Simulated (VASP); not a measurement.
Method: optB88-vdW, VASP's PBE PAW potentials (set 64) (plane waves; VASP).

A VASP calculation is set up with these files.

**INCAR**
```
# general
SYSTEM   = Ni3Fe
PREC     = Accurate
ENCUT    = 520
LREAL    = .False.   # projection in real space or not
LASPH    = .True.

# electronic loop
EDIFF    = 1E-6   # SCF stop (eV)
NELM     = 100
ALGO     = Normal
LMAXMIX  = 4   # l cut-off of mixed one-centre charges

# smearing
ISMEAR   = 1   # Methfessel-Paxton
SIGMA    = 0.1

# functional
GGA      = BO
LUSE_VDW = .True.
AGGAC    = 0.0
PARAM1   = 0.1833333333
PARAM2   = 0.22

# spin
ISPIN    = 2   # spin-polarised
MAGMOM   = 2.8 3*0.6

# ions
IBRION   = 2   # conjugate gradients
NSW      = 60   # most ionic steps
ISIF     = 3   # ions, shape and volume
EDIFFG   = -0.02

# output
LWAVE    = .False.
LCHARG   = .False.
LORBIT   = 10
```

File KPOINTS:
```
Automatic mesh
0
Gamma
8 8 8
0 0 0
```

POSCAR:
```
Ni3Fe
1
    3.5337552050    -0.0000000000    -0.0000000000
   -0.0000000000     3.5337552050     0.0000000000
   -0.0000000000     0.0000000000     3.5337552050
Fe Ni
1 3
Direct
  0.0000000000   0.0000000000   0.0000000000
  0.0000000000   0.5000000000   0.5000000000
  0.5000000000   0.0000000000   0.5000000000
  0.5000000000   0.5000000000   0.0000000000
```

POTCAR, in this order: Fe Ni (PBE.64 set). Program: vasp_std.

Question: What does the run give for the energy per atom (σ→0), cell moment, band gap (on the k-mesh)?

Answer: 
- energy per atom (σ→0) = -3.483 eV/atom
- cell moment = 4.64 μB
- band gap (on the k-mesh) = none (metal, semimetal or under 0.01 eV)

**OSZICAR**
```
...
DAV:  11    -0.139297976252E+02   -0.80167E-03   -0.49304E-02  5524   0.283E+00    0.121E+00
DAV:  12    -0.139303071163E+02   -0.50949E-03   -0.62071E-03  4500   0.212E+00    0.405E-01
DAV:  13    -0.139304534486E+02   -0.14633E-03   -0.27057E-03  5057   0.968E-01    0.845E-02
DAV:  14    -0.139305403777E+02   -0.86929E-04   -0.37549E-04  4670   0.218E-01    0.138E-01
DAV:  15    -0.139305088935E+02    0.31484E-04   -0.11608E-04  4213   0.289E-01    0.300E-02
DAV:  16    -0.139305155436E+02   -0.66501E-05   -0.16540E-05  4085   0.472E-02    0.369E-02
DAV:  17    -0.139305146193E+02    0.92432E-06   -0.47607E-06  3235   0.614E-02
   1 F= -.13930515E+02 E0= -.13930381E+02  d E =-.139305E+02  mag=     4.6395
```

The compound is Ni3Fe in the L1_2 structure. It was relaxed first. The start is the result of an earlier pass.
